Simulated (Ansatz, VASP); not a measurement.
# Cross-check of MgRh between VASP and Ansatz

Wanted: the spread between two codes on one cell, functional and k mesh. The cell is taken from a series of runs on this material, whose earlier steps may have relaxed, scaled, displaced or heated it; both programs get it as it stands.

Main program and level: Ansatz 0.2.0; plane waves, with VASP 6.6.1 beside it; zone-centre phonons at PBEsol.

## 1. The structure

The structure is cubic, space group Pm-3m (No. 221). The conventional cell has a = 3.083 Å, b = 3.083 Å, c = 3.083 Å, α = 90.00°, β = 90.00°, γ = 90.00°. Mg has 8 Rh at 2.67 Å nearest. Rh has 8 Mg at 2.67 Å nearest. Farther neighbours are not listed.

As a file:

```cif
data_structure
_symmetry_space_group_name_H-M 'P 1'
_symmetry_Int_Tables_number 1
_cell_length_a 3.0831
_cell_length_b 3.0831
_cell_length_c 3.0831
_cell_angle_alpha 90.000
_cell_angle_beta 90.000
_cell_angle_gamma 90.000
_cell_volume 29.31
loop_
_atom_site_label
_atom_site_type_symbol
_atom_site_fract_x
_atom_site_fract_y
_atom_site_fract_z
_atom_site_occupancy
Mg1 Mg 0.00000 0.00000 0.00000 1
Rh2 Rh 0.50000 0.50000 0.50000 1
```

## 2. VASP: zone-centre phonons, PBEsol

Second derivatives magnify differences that forces hide, and they need a tight electronic threshold.

Lines of VASP's logs that name or quote its potential files are left out, and so is its time.

Contents of INCAR:

```
SYSTEM = MgRh
PREC = Accurate
ENCUT = 600
EDIFF = 1E-08
NELM = 120
ISMEAR = -1
SIGMA = 0.1
LREAL = .FALSE.
ALGO = Normal
GGA = PS
NBANDS = 14
LASPH = .TRUE.
LORBIT = 11
LWAVE = .FALSE.
LCHARG = .FALSE.
ISIF = 2
IBRION = 8
GGA_COMPAT = .FALSE.
KPAR = 2
```

Contents of POSCAR:

```
MgRh
1.0
    3.0831309434      0.0000000000      0.0000000000
    0.0000000000      3.0831309434      0.0000000000
    0.0000000000      0.0000000000      3.0831309434
Mg Rh
1 1
Direct
    0.0000000000      0.0000000000      0.0000000000
    0.5000000000      0.5000000000      0.5000000000
```

Contents of KPOINTS:

```
Automatic mesh
0
Gamma
16 16 16
0 0 0
```

The projector-augmented-wave data sets are Mg and Rh_pv (PBE family, release 64).

Command:

```
$ mpirun -np 2 vasp_std
```

Numbers of over 12 decimals in the logs are rounded to 6 here.

The log of the run:

```text
[banner, memory and clock lines left out]
running    2 mpi-ranks, on    1 nodes
 distrk:  each k-point on    1 cores,    2 groups
 distr:  one band on    1 cores,    1 groups

 POSCAR found type information on POSCAR MgRh
 POSCAR found :  2 types and       2 ions
|                                                                             |
|               ----> ADVICE to this user running VASP <----                  |
|                                                                             |
|     You enforced a specific xc type in the INCAR file but a different       |
|     [... a line on the potential file left out ...]
|     I HOPE YOU KNOW WHAT YOU ARE DOING!                                     |
|                                                                             |

 LDA part: xc-table for (Slater+PW92), standard interpolation
 POSCAR, INCAR and KPOINTS ok, starting setup
 FFT: planning ... GRIDC
 FFT: planning ... GRID_SOFT
 FFT: planning ... GRID
 WAVECAR not read
 entering main loop
       N       E                     dE             d eps       ncg     rms          rms(c)
DAV:   1     0.135377748800E+03    0.13538E+03   -0.10970E+04  4804   0.131E+03
DAV:   2    -0.894101574308E+01   -0.14432E+03   -0.13741E+03  5034   0.345E+02
DAV:   3    -0.110083032828E+02   -0.20673E+01   -0.20547E+01  5534   0.458E+01
DAV:   4    -0.110201730877E+02   -0.11870E-01   -0.11869E-01  5246   0.358E+00
DAV:   5    -0.110203412757E+02   -0.16819E-03   -0.16819E-03  5718   0.443E-01    0.643E+00
DAV:   6    -0.107710688675E+02    0.24927E+00   -0.17457E+00  5154   0.155E+01    0.208E+00
DAV:   7    -0.106676275682E+02    0.10344E+00   -0.24542E-01  5166   0.602E+00    0.124E+00
DAV:   8    -0.106541104768E+02    0.13517E-01   -0.86999E-03  5436   0.831E-01    0.102E-01
DAV:   9    -0.106538780141E+02    0.23246E-03   -0.37869E-04  5596   0.199E-01    0.551E-02
DAV:  10    -0.106538598338E+02    0.18180E-04   -0.13904E-05  5450   0.431E-02    0.344E-03
DAV:  11    -0.106538595878E+02    0.24600E-06   -0.61179E-07  5572   0.939E-03    0.108E-03
DAV:  12    -0.106538594433E+02    0.14447E-06   -0.25216E-08  5024   0.145E-03    0.203E-04
DAV:  13    -0.106538594453E+02   -0.19400E-08   -0.11802E-09  2802   0.387E-04
   1 F= -.10653859E+02 E0= -.10631182E+02  d E =-.453541E-01
 Linear response reoptimize wavefunctions to high precision
DAV:   1    -0.106538594547E+02   -0.94137E-08   -0.14814E-10  3050   0.106E-04
DAV:   2    -0.106538594547E+02    0.16826E-10   -0.33459E-11  2556   0.365E-05
 Linear response DOF=           2
 Linear response progress:
  Degree of freedom:   1/  2
       N       E                     dE             d eps       ncg     rms          rms(c)
RMM:   1    -0.239382563088E-02   -0.23938E-02    0.87987E-04 20857   0.811E-01
RMM:   2    -0.248453987303E-02   -0.90714E-04   -0.16512E-04 17214   0.797E-02    0.393E-02
RMM:   3    -0.246761721248E-02    0.16923E-04   -0.55377E-05 17761   0.469E-02    0.190E-02
RMM:   4    -0.250014977385E-02   -0.32533E-04   -0.28531E-05 18467   0.346E-02    0.430E-03
RMM:   5    -0.250830186475E-02   -0.81521E-05   -0.10441E-06 17220   0.932E-03    0.735E-04
RMM:   6    -0.250960494094E-02   -0.13031E-05   -0.12617E-07 18112   0.313E-03    0.294E-04
RMM:   7    -0.250971029853E-02   -0.10536E-06   -0.11078E-08 19074   0.104E-03    0.117E-04
RMM:   8    -0.250973183445E-02   -0.21536E-07   -0.16500E-09 18498   0.284E-04    0.334E-05
RMM:   9    -0.250975083145E-02   -0.18997E-07   -0.11337E-10 18771   0.101E-04    0.106E-05
RMM:  10    -0.250976802712E-02   -0.17196E-07   -0.96345E-11 19050   0.458E-05    0.187E-06
RMM:  11    -0.250976907565E-02   -0.10485E-08    0.40511E-12 20204   0.182E-05    0.115E-06
 first order change of Fermi-energy  -0.24678E-03
 force on displaced ion       1 direction 1 :  -5.988  -0.000   0.000
 Linear response progress:
  Degree of freedom:   2/  2
       N       E                     dE             d eps       ncg     rms          rms(c)
RMM:   1    -0.375915039778E+00   -0.37592E+00    0.26576E+01 11892   0.880E+01
RMM:   2    -0.509240796282E+00   -0.13333E+00   -0.14098E-01 16757   0.350E+00    0.135E-01
RMM:   3    -0.510117460234E+00   -0.87666E-03   -0.13296E-03 19962   0.341E-01    0.826E-02
RMM:   4    -0.509926965630E+00    0.19049E-03   -0.20889E-04 20285   0.140E-01    0.134E-02
RMM:   5    -0.509879237110E+00    0.47729E-04   -0.21131E-05 20149   0.355E-02    0.701E-03
RMM:   6    -0.509832911319E+00    0.46326E-04   -0.31399E-06 20575   0.130E-02    0.769E-04
RMM:   7    -0.509829785436E+00    0.31259E-05   -0.42042E-07 20612   0.257E-03    0.538E-04
RMM:   8    -0.509825444340E+00    0.43411E-05   -0.66902E-07 20594   0.959E-04    0.275E-04
RMM:   9    -0.509821538712E+00    0.39056E-05   -0.39406E-07 19775   0.577E-04    0.819E-05
RMM:  10    -0.509822556705E+00   -0.10180E-05   -0.25005E-07 21523   0.251E-04    0.166E-05
RMM:  11    -0.509822899813E+00   -0.34311E-06   -0.16459E-07 21681   0.115E-04    0.178E-06
RMM:  12    -0.509822892338E+00    0.74755E-08   -0.11301E-07 22659   0.535E-05    0.134E-06
RMM:  13    -0.509822899818E+00   -0.74803E-08   -0.70745E-08 21293   0.345E-05    0.762E-07
 first order change of Fermi-energy   0.12299E-02
 force on displaced ion       2 direction 1 :  -6.003   0.000   0.000
 Linear response finished
```

From OUTCAR (step 2):

```text
ion  position               nearest neighbor table
   1  0.000  0.000  0.000-   2 2.67   2 2.67   2 2.67   2 2.67   2 2.67   2 2.67   2 2.67   2 2.67

  LATTYP: Found a simple cubic cell.
 ALAT       =     3.0831309434

 Subroutine GETGRP returns: Found 48 space group operations
 (whereof 48 operations were pure point group operations)

The static configuration has the point symmetry O_h .

 Found    165 irreducible k-points:

   k-points           NKPTS =    165   k-points in BZ     NKDIM =    165   number of bands    NBANDS=     14

   dimension x,y,z NGX =    28 NGY =   28 NGZ =   28
   dimension x,y,z NGXF=    56 NGYF=   56 NGZF=   56

   ENCUT  =  600.0 eV  44.10 Ry    6.64 a.u.   6.16  6.16  6.16*2*pi/ulx,y,z

   NELECT =      17.0000    total number of electrons

 k-points in reciprocal lattice and weights: Automatic mesh
   0.00000000  0.00000000  0.00000000       0.000
   0.06250000  0.00000000  0.00000000       0.001
   0.12500000  0.00000000  0.00000000       0.001
   0.18750000  0.00000000  0.00000000       0.001
   0.25000000  0.00000000  0.00000000       0.001
   0.31250000  0.00000000  0.00000000       0.001
   0.37500000  0.00000000  0.00000000       0.001
   0.43750000  0.00000000  0.00000000       0.001
   0.50000000  0.00000000  0.00000000       0.001
[...]
0.50000000  0.50000000  0.43750000       0.001
   0.50000000  0.50000000  0.50000000       0.000

 average (electrostatic) potential at core
       1 -32.5930       2 -74.2209

  Total        0.0274814      0.0274814      0.0274814      0.0000000      0.0000000      0.0000000
  in kB        1.5023592      1.5023592      1.5023592      0.0000000      0.0000000      0.0000000
  external PRESSURE =       1.5023592 kB  Pullay stress =       0.0000000 kB

  energy-cutoff  :      600.00
  volume of cell :       29.31
      direct lattice vectors                 reciprocal lattice vectors
     3.083130943  0.000000000  0.000000000     0.324345614  0.000000000  0.000000000
     0.000000000  3.083130943  0.000000000     0.000000000  0.324345614  0.000000000
     0.000000000  0.000000000  3.083130943     0.000000000  0.000000000  0.324345614

 POSITION                                       TOTAL-FORCE (eV/Angst)
 -----------------------------------------------------------------------------------
      0.00000      0.00000      0.00000         0.000000      0.000000      0.000000
      1.54157      1.54157      1.54157         0.000000      0.000000      0.000000
 -----------------------------------------------------------------------------------
    total drift:                                0.000000      0.000000      0.000000

 Eigenvectors and eigenvalues of the dynamical matrix
 ----------------------------------------------------

   1 f  =    8.629588 THz    54.221302 2PiTHz  287.852081 cm-1    35.689093 meV
             X         Y         Z           dx          dy          dz
      0.000000  0.000000  0.000000     0.000000   -0.899201    0.000000
      1.541565  1.541565  1.541565     0.000000    0.437537    0.000000

   2 f  =    8.629588 THz    54.221302 2PiTHz  287.852081 cm-1    35.689093 meV
             X         Y         Z           dx          dy          dz
      0.000000  0.000000  0.000000     0.899201    0.000000   -0.000000
      1.541565  1.541565  1.541565    -0.437537   -0.000000    0.000000

   3 f  =    8.629588 THz    54.221302 2PiTHz  287.852081 cm-1    35.689093 meV
             X         Y         Z           dx          dy          dz
      0.000000  0.000000  0.000000     0.000000   -0.000000   -0.899201
      1.541565  1.541565  1.541565    -0.000000   -0.000000    0.437537

   4 f/i=    0.004146 THz     0.026049 2PiTHz    0.138292 cm-1     0.017146 meV
             X         Y         Z           dx          dy          dz
      0.000000  0.000000  0.000000     0.156569   -0.400200   -0.082247
      1.541565  1.541565  1.541565     0.321772   -0.822468   -0.169029

   5 f/i=    0.004146 THz     0.026049 2PiTHz    0.138292 cm-1     0.017146 meV
             X         Y         Z           dx          dy          dz
      0.000000  0.000000  0.000000     0.062150   -0.063725    0.428386
      1.541565  1.541565  1.541565     0.127726   -0.130964    0.880395

   6 f/i=    0.004146 THz     0.026049 2PiTHz    0.138292 cm-1     0.017146 meV
             X         Y         Z           dx          dy          dz
      0.000000  0.000000  0.000000    -0.403809   -0.164978    0.034043
      1.541565  1.541565  1.541565    -0.829886   -0.339053    0.069963

 ELASTIC MODULI CONTR FROM IONIC RELAXATION (kBar)
 Direction    XX          YY          ZZ          XY          YZ          ZX
 --------------------------------------------------------------------------------
 XX           0.0000      0.0000      0.0000      0.0000      0.0000      0.0000
 YY           0.0000      0.0000      0.0000      0.0000      0.0000      0.0000
 ZZ           0.0000      0.0000      0.0000      0.0000      0.0000      0.0000
 XY           0.0000      0.0000      0.0000      0.0000      0.0000      0.0000
 YZ           0.0000      0.0000      0.0000      0.0000      0.0000      0.0000
 ZX           0.0000      0.0000      0.0000      0.0000      0.0000      0.0000
 --------------------------------------------------------------------------------
```

This run has no spin polarisation. Its electron count is odd, so without a moment it is a metal by construction.

(Part 1 of 2 ends here.)

[Lines on the potential files, build, host, timing and source positions are cut from VASP's logs without a mark.]

[Logs are printed without paths, hosts, clocks, repeated set-up lines and the standing remarks that a program may print on its own settings, such as how far it seeks lower states.]

[Hosts, paths, dates, database ids (printed as entryN), source tags and the programs' standing remarks are cut or masked in the printed files.]
